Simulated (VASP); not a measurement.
Computed with PBE GGA with D3 dispersion (Becke-Johnson damping), VASP's PBE PAW potentials (set 64) (plane waves; VASP).

The input files of a VASP run:

### INCAR
```
ALGO  =  Normal
EDIFF  =  1E-7
EDIFFG  =  -0.01
ENCUT  =  520
GGA  =  PE
IBRION  =  2
ISIF  =  4
ISMEAR  =  0
IVDW  =  12
LASPH  =  T
LCHARG  =  F
LMAXMIX  =  4
LREAL  =  F
LWAVE  =  F
NELM  =  100
NSW  =  30
PREC  =  Accurate
SIGMA  =  0.05
SYSTEM  =  BaTiO3
```

KPOINTS:
```
Automatic mesh
0
Gamma
6 6 6
0 0 0
```

File POSCAR:
```
BaTiO3
1
    4.0623086242     0.0000000000     0.0000000000
    0.0000000000     4.0623086242     0.0000000000
    0.0000000000     0.0000000000     4.1979921089
Ba Ti O
1 1 3
Direct
  0.0000000000   0.0000000000   0.0044150952
  0.5000000000   0.5000000000   0.5233266376
  0.5000000000   0.5000000000   0.9688142417
  1.0000000000   0.5000000000   0.4837220127
  0.5000000000   0.0000000000   0.4837220127
```

POTCAR, in this order: Ba_sv Ti_sv O (PBE.64 set). Program: vasp_std.

Output

**OSZICAR**
```
...
       N       E                     dE             d eps       ncg     rms          rms(c)
DAV:   1    -0.400296262381E+02    0.10934E-02   -0.23811E+00  1920   0.142E+01    0.690E-01
DAV:   2    -0.400345329888E+02   -0.49068E-02   -0.10651E-01  2184   0.258E+00    0.479E-01
DAV:   3    -0.400325118279E+02    0.20212E-02   -0.83434E-03  2792   0.764E-01    0.235E-01
DAV:   4    -0.400317339711E+02    0.77786E-03   -0.36992E-03  2568   0.525E-01    0.774E-02
DAV:   5    -0.400316440101E+02    0.89961E-04   -0.67672E-04  2432   0.222E-01    0.332E-02
DAV:   6    -0.400316343837E+02    0.96264E-05   -0.93433E-05  2480   0.749E-02    0.145E-02
DAV:   7    -0.400316348933E+02   -0.50955E-06   -0.20025E-05  2648   0.365E-02    0.777E-03
DAV:   8    -0.400316340720E+02    0.82126E-06   -0.96780E-06  2504   0.213E-02    0.205E-03
DAV:   9    -0.400316341749E+02   -0.10293E-06   -0.72351E-07  2352   0.651E-03    0.134E-03
DAV:  10    -0.400316341818E+02   -0.68726E-08   -0.94564E-08  1032   0.296E-03
   7 F= -.41257378E+02 E0= -.41257378E+02  d E =-.103943E-02
       N       E                     dE             d eps       ncg     rms          rms(c)
DAV:   1    -0.400323850058E+02   -0.75083E-03   -0.41684E-01  1920   0.595E+00    0.287E-01
DAV:   2    -0.400332625862E+02   -0.87758E-03   -0.18848E-02  2136   0.109E+00    0.200E-01
DAV:   3    -0.400329053395E+02    0.35725E-03   -0.15167E-03  2832   0.331E-01    0.998E-02
DAV:   4    -0.400327591840E+02    0.14616E-03   -0.71847E-04  2552   0.234E-01    0.338E-02
DAV:   5    -0.400327417305E+02    0.17453E-04   -0.12700E-04  2408   0.964E-02    0.154E-02
DAV:   6    -0.400327394208E+02    0.23097E-05   -0.23136E-05  2472   0.364E-02    0.622E-03
DAV:   7    -0.400327397215E+02   -0.30066E-06   -0.46785E-06  2624   0.173E-02    0.392E-03
DAV:   8    -0.400327395186E+02    0.20285E-06   -0.23687E-06  2408   0.107E-02    0.923E-04
DAV:   9    -0.400327395414E+02   -0.22725E-07   -0.20622E-07  1808   0.339E-03
   8 F= -.41258430E+02 E0= -.41258430E+02  d E =-.209137E-02
       N       E                     dE             d eps       ncg     rms          rms(c)
DAV:   1    -0.400318433761E+02    0.89614E-03   -0.10998E+00  1920   0.985E+00    0.173E-01
DAV:   2    -0.400347361005E+02   -0.28927E-02   -0.35419E-02  2080   0.145E+00    0.917E-02
DAV:   3    -0.400346783998E+02    0.57701E-04   -0.14394E-03  2832   0.255E-01    0.501E-02
DAV:   4    -0.400346377546E+02    0.40645E-04   -0.25408E-04  2416   0.132E-01    0.255E-02
DAV:   5    -0.400346357078E+02    0.20468E-05   -0.50010E-05  2592   0.586E-02    0.948E-03
DAV:   6    -0.400346357682E+02   -0.60383E-07   -0.29711E-06  2400   0.145E-02    0.557E-03
DAV:   7    -0.400346356976E+02    0.70628E-07   -0.73572E-07  2424   0.719E-03
   9 F= -.41260388E+02 E0= -.41260388E+02  d E =-.195835E-02
       N       E                     dE             d eps       ncg     rms          rms(c)
DAV:   1    -0.400340673206E+02    0.56845E-03   -0.31316E-01  1920   0.526E+00    0.925E-02
DAV:   2    -0.400348907730E+02   -0.82345E-03   -0.10079E-02  2088   0.772E-01    0.490E-02
DAV:   3    -0.400348738207E+02    0.16952E-04   -0.40068E-04  2832   0.135E-01    0.267E-02
DAV:   4    -0.400348623359E+02    0.11485E-04   -0.71190E-05  2320   0.688E-02    0.119E-02
DAV:   5    -0.400348621853E+02    0.15054E-06   -0.12371E-05  2488   0.283E-02    0.507E-03
DAV:   6    -0.400348621571E+02    0.28186E-07   -0.81523E-07  2416   0.748E-03
  10 F= -.41260648E+02 E0= -.41260648E+02  d E =-.221806E-02
       N       E                     dE             d eps       ncg     rms          rms(c)
DAV:   1    -0.400349755575E+02   -0.11337E-03   -0.22466E-01  1936   0.377E+00    0.813E-02
DAV:   2    -0.400354088685E+02   -0.43331E-03   -0.53876E-03  2040   0.548E-01    0.630E-02
DAV:   3    -0.400354167084E+02   -0.78399E-05   -0.29943E-04  2800   0.116E-01    0.329E-02
DAV:   4    -0.400354117572E+02    0.49512E-05   -0.38157E-05  2664   0.548E-02    0.208E-02
DAV:   5    -0.400354104749E+02    0.12823E-05   -0.12424E-05  2592   0.306E-02    0.371E-03
DAV:   6    -0.400354105367E+02   -0.61720E-07   -0.11306E-06  2464   0.813E-03    0.200E-03
DAV:   7    -0.400354105112E+02    0.25413E-07   -0.12853E-07  1232   0.319E-03
  11 F= -.41261219E+02 E0= -.41261219E+02  d E =-.571191E-03
       N       E                     dE             d eps       ncg     rms          rms(c)
DAV:   1    -0.400353395215E+02    0.71015E-04   -0.75132E-02  1936   0.218E+00    0.470E-02
DAV:   2    -0.400354844894E+02   -0.14497E-03   -0.18033E-03  2040   0.317E-01    0.365E-02
DAV:   3    -0.400354871060E+02   -0.26166E-05   -0.10004E-04  2808   0.672E-02    0.190E-02
DAV:   4    -0.400354854844E+02    0.16216E-05   -0.12810E-05  2720   0.317E-02    0.121E-02
DAV:   5    -0.400354850313E+02    0.45315E-06   -0.41672E-06  2560   0.177E-02    0.216E-03
DAV:   6    -0.400354850473E+02   -0.16051E-07   -0.40173E-07  2264   0.483E-03
  12 F= -.41261307E+02 E0= -.41261307E+02  d E =-.659626E-03
       N       E                     dE             d eps       ncg     rms          rms(c)
DAV:   1    -0.400357907957E+02   -0.30576E-03   -0.79186E-02  2320   0.311E+00    0.200E-01
DAV:   2    -0.400357644632E+02    0.26333E-04   -0.57320E-03  1984   0.584E-01    0.121E-01
DAV:   3    -0.400354903878E+02    0.27408E-03   -0.78157E-04  2728   0.249E-01    0.459E-02
DAV:   4    -0.400354584393E+02    0.31949E-04   -0.17780E-04  2616   0.117E-01    0.137E-02
DAV:   5    -0.400354574649E+02    0.97433E-06   -0.30718E-05  2416   0.426E-02    0.725E-03
DAV:   6    -0.400354572847E+02    0.18025E-06   -0.29501E-06  2720   0.141E-02    0.370E-03
DAV:   7    -0.400354573574E+02   -0.72705E-07   -0.83882E-07  2448   0.718E-03
  13 F= -.41261325E+02 E0= -.41261325E+02  d E =-.181371E-04
       N       E                     dE             d eps       ncg     rms          rms(c)
DAV:   1    -0.400356042140E+02   -0.14693E-03   -0.16987E-02  2320   0.144E+00    0.927E-02
DAV:   2    -0.400355982521E+02    0.59619E-05   -0.12241E-03  1984   0.270E-01    0.562E-02
DAV:   3    -0.400355390140E+02    0.59238E-04   -0.16368E-04  2728   0.115E-01    0.211E-02
DAV:   4    -0.400355323523E+02    0.66617E-05   -0.37931E-05  2656   0.543E-02    0.621E-03
DAV:   5    -0.400355321232E+02    0.22911E-06   -0.62037E-06  2416   0.194E-02    0.328E-03
DAV:   6    -0.400355321137E+02    0.95042E-08   -0.58705E-07  2472   0.632E-03
  14 F= -.41261379E+02 E0= -.41261379E+02  d E =-.713092E-04
       N       E                     dE             d eps       ncg     rms          rms(c)
DAV:   1    -0.400355757429E+02   -0.43620E-04   -0.49682E-02  2264   0.265E+00    0.123E-01
DAV:   2    -0.400357004321E+02   -0.12469E-03   -0.42210E-03  1976   0.464E-01    0.834E-02
DAV:   3    -0.400355948535E+02    0.10558E-03   -0.28774E-04  2704   0.137E-01    0.310E-02
DAV:   4    -0.400355786087E+02    0.16245E-04   -0.83844E-05  2688   0.808E-02    0.138E-02
DAV:   5    -0.400355768436E+02    0.17651E-05   -0.11949E-05  2616   0.323E-02    0.359E-03
DAV:   6    -0.400355768789E+02   -0.35292E-07   -0.77701E-07  2496   0.684E-03
  15 F= -.41261470E+02 E0= -.41261470E+02  d E =-.916329E-04
       N       E                     dE             d eps       ncg     rms          rms(c)
DAV:   1    -0.400355672275E+02    0.96161E-05   -0.19369E-02  2264   0.166E+00    0.768E-02
DAV:   2    -0.400356158479E+02   -0.48620E-04   -0.16441E-03  1976   0.289E-01    0.521E-02
DAV:   3    -0.400355746263E+02    0.41222E-04   -0.11190E-04  2712   0.857E-02    0.193E-02
DAV:   4    -0.400355684458E+02    0.61805E-05   -0.32526E-05  2680   0.503E-02    0.862E-03
DAV:   5    -0.400355677580E+02    0.68775E-06   -0.46319E-06  2608   0.201E-02    0.226E-03
DAV:   6    -0.400355677713E+02   -0.13319E-07   -0.28398E-07  1920   0.425E-03
  16 F= -.41261490E+02 E0= -.41261490E+02  d E =-.111592E-03
```

### OUTCAR
```
------------------------ aborting loop because EDIFF is reached ----------------------------------------
 Edisp (eV)   -1.22592
  FORCE on cell =-STRESS in cart. coord.  units (eV):
  Direction    XX          YY          ZZ          XY          YZ          ZX
  --------------------------------------------------------------------------------------
  Total      -2.03843    -2.03843    -2.04146     0.00000     0.00000     0.00000
  in kB     -47.14318   -47.14318   -47.21318     0.00000     0.00000     0.00000
  external pressure =      -47.17 kB  Pullay stress =        0.00 kB
  volume of cell :       69.28
      direct lattice vectors                 reciprocal lattice vectors
     3.995297126  0.000000000  0.000000000     0.250294276  0.000000000  0.000000000
     0.000000000  3.995297126 -0.000000000     0.000000000  0.250294276 -0.000000000
     0.000000000  0.000000000  4.339995526     0.000000000  0.000000000  0.230414984
 POSITION                                       TOTAL-FORCE (eV/Angst)
 -----------------------------------------------------------------------------------
      0.00000      0.00000      0.08134         0.000000      0.000000      0.003895
      1.99765      1.99765      2.32402         0.000000      0.000000      0.002767
      1.99765      1.99765      4.12560         0.000000     -0.000000     -0.002631
      0.00000      1.99765      2.08139        -0.000000     -0.000000     -0.002016
      1.99765      0.00000      2.08139        -0.000000     -0.000000     -0.002016
 -----------------------------------------------------------------------------------
    total drift:                                0.000000      0.000000     -0.000590
  FREE ENERGIE OF THE ION-ELECTRON SYSTEM (eV)
  ---------------------------------------------------
  free  energy   TOTEN  =       -41.2614901678 eV

  energy  without entropy=      -41.2614901678  energy(sigma->0) =      -41.26149017

 reached required accuracy - stopping structural energy minimisation
```
(Selected blocks of OUTCAR.)

### CONTCAR
```
BaTiO3
   1.00000000000000
     3.9952971259266552    0.0000000000000000    0.0000000000000000
     0.0000000000000000    3.9952971259266552   -0.0000000000000000
     0.0000000000000000    0.0000000000000000    4.3399955257457172
  Ba              Ti              O
     1     1     3
Direct
     0.0000000000000000    0.0000000000000000    0.0187423599019385
     0.5000000000000000    0.5000000000000000    0.5354900859730322
     0.5000000000000000    0.5000000000000000    0.9506002163178359
     0.0000000000000000    0.5000000000000000    0.4795836688535985
     0.5000000000000000    0.0000000000000000    0.4795836688535985
```

The compound is BaTiO3 in the tetragonal perovskite structure. This cell is one point of a volume scan, at 1.06 of the reference volume. Symmetry was kept, so distortions that lower it aren't found.
